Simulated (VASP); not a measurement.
Data:

```
CELL_PARAMETERS angstrom
      1.58685    -2.74850     0.00000
      1.58685     2.74850     0.00000
      0.00000     0.00000     5.02020
ATOMIC_POSITIONS crystal
  Hf 0.33333 0.66667 0.25000
  Hf 0.66667 0.33333 0.75000
```

Calculation: rev-vdW-DF2, VASP's PBE PAW potentials (set 64) (plane waves; VASP). Numerical set-up: 520 eV cut-off, 15×15×8 Γ-centred mesh, tetrahedra with Blöchl corrections, potentials Hf_pv.

Unless said otherwise, spin-orbit coupling is left out, though it shifts the bands of the heavy elements here.

Problem. Estimate the energy per atom (σ→0), band gap (on the k-mesh) with the smallest direct gap where there is one.

Solution. 
```
Item                                                        Result
------------------------  ----------------------------------------
band gap (on the k-mesh)  none (metal, semimetal or under 0.01 eV)
energy per atom (σ→0)                               -7.811 eV/atom
```

The compound is Hf in the hcp structure. It was relaxed first.
